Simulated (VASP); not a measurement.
A run of VASP 6.6.1:

File INCAR:

```
SYSTEM = HfO2
ALGO = Fast ; EDIFF = 1E-6
ENCUT = 520 ; ISIF = 2
ISMEAR = 0 ; LASPH = .TRUE.
LCHARG = .FALSE. ; LREAL = .FALSE.
LWAVE = .FALSE. ; NBANDS = 18
NELM = 100 ; PREC = Accurate
SIGMA = 0.02
```

Contents of KPOINTS:

```
k-points
0
G
  8 8 8
  0 0 0
```

Contents of POSCAR:

```
HfO2
1.0
    0.0000000000      2.5008824420      2.5008824420
    2.5008824420      0.0000000000      2.5008824420
    2.5008824420      2.5008824420      0.0000000000
Hf O
1 2
Direct
    0.0000000000      0.0000000000      0.0000000000
    0.7500000000      0.7500000000      0.7500000000
    0.2500000000      0.2500000000      0.2500000000
```

Potentials or basis: VASP PAW LDA potentials, release 64 (Hf_pv, O).

Launch:

```bash
$ cat potpaw_LDA.64/Hf_pv/POTCAR potpaw_LDA.64/O/POTCAR > POTCAR
$ mpirun -np 1 vasp_std > vasp.out
```

Hardware: 1 thread of Intel(R) Xeon(R) 6975P-C (Granite Rapids), with other jobs on the host.

Question: How long does it take, and how much memory?

Answer: Run time: 8.7 s on 1 thread of Intel(R) Xeon(R) 6975P-C (Granite Rapids) (shared host), peak memory 0.14 GiB. Counts: scf iterations 14, k points 29.
